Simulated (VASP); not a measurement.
Ta4NiO11: electron localisation function with PBE

Ta4NiO11:

```
Ta Ni O
1.0
     1.95495  -14.82973    0.00000
     1.95495   14.82973    0.00000
     0.00000    0.00000    3.88590
Ta Ni O
4 1 11
Direct
  0.20437 0.79563 0.00000
  0.92451 0.07549 0.00000
  0.07549 0.92451 0.00000
  0.79563 0.20437 0.00000
  0.50000 0.50000 0.00000
  0.13987 0.86013 0.00000
  0.72107 0.27893 0.00000
  0.43645 0.56355 0.00000
  0.56355 0.43645 0.00000
  0.00000 0.00000 0.00000
  0.86013 0.13987 0.00000
  0.27893 0.72107 0.00000
  0.92790 0.07210 0.50000
  0.07210 0.92790 0.50000
  0.79436 0.20564 0.50000
  0.20564 0.79436 0.50000
```

The cell was built by a generator and needn't be a form met in nature.

```json
{"Program": "VASP 6.6.1", "Task": "electron localisation function", "Functional": "PBE", "Potentials or basis": "VASP PAW PBE potentials, release 64 (Ta_pv, Ni, O)", "Cutoff": "520 eV", "k mesh": "7 × 7 × 7", "Occupations": "fermi-dirac, width 0.05 eV", "Spin": "collinear spin, ferromagnetic start", "Starting moments": "[0.0, 0.0, 0.0, 0.0, 1.0, 0.0, 0.0, 0.0, 0.0, 0.0, 0.0, 0.0, 0.0, 0.0, 0.0, 0.0] μB", "Further INCAR settings": "ALGO = Normal; EDIFF = 1e-06"}
```

- Pressure: 0.8 GPa
- Largest force: 0.081 eV/Å
- Band gap on the k mesh: none (metal or under the smearing width)
- Net moment: -0.85 μB per cell
- Site moments: Ta +0.00; Ni -0.71; O +0.00, -0.01, -0.09, -0.00 μB
- Valence electrons inside the program's atomic spheres: Ta 8.74, 8.77; Ni 9.20; O 5.10, 5.11, 5.00, 5.08

Forces on the atoms (eV/Å):
```
Ta   0.000 -0.042  0.000
Ta   0.000 -0.045  0.000
Ta   0.000  0.045  0.000
Ta   0.000  0.042  0.000
Ni   0.000  0.000  0.000
O    0.000 -0.009  0.000
O    0.000  0.000  0.000
O    0.000  0.081  0.000
O    0.000 -0.081  0.000
O    0.000  0.000  0.000
O    0.000  0.009  0.000
O    0.000  0.000  0.000
O    0.000 -0.011  0.000
O    0.000  0.011  0.000
O    0.000  0.001  0.000
O    0.000 -0.001  0.000
```

Stress tensor (GPa, compression positive):
```
0.67 0.00 0.00
0.00 0.85 0.00
0.00 0.00 0.88
```

Levels at points of the mesh, in eV from the Fermi level:
Spin up:
```
           k point  band 58  band 59  band 60  band 61  band 62  band 63
(0.00, 0.00, 0.00)    -0.88    -0.74    -0.23     0.36     1.09     1.36
```
Spin down:
| k point | band 58 | band 59 | band 60 | band 61 | band 62 | band 63 |
| --- | --- | --- | --- | --- | --- | --- |
| (0.00, 0.00, 0.00) | -1.29 | -1.23 | -0.75 | -0.58 | 1.09 | 1.37 |

It took 28 min on 4 MPI ranks on Intel(R) Xeon(R) 6975P-C (Granite Rapids), with other jobs on the host, peak memory 0.73 GiB a rank.

Caveat: a cell with one magnetic atom can't hold antiferromagnetic order, which such compounds often take; semilocal functionals often make such compounds metallic where correlation or magnetic order opens a gap, which also shifts bond lengths. The run has no spin-orbit coupling, so splittings on Ta are missing.
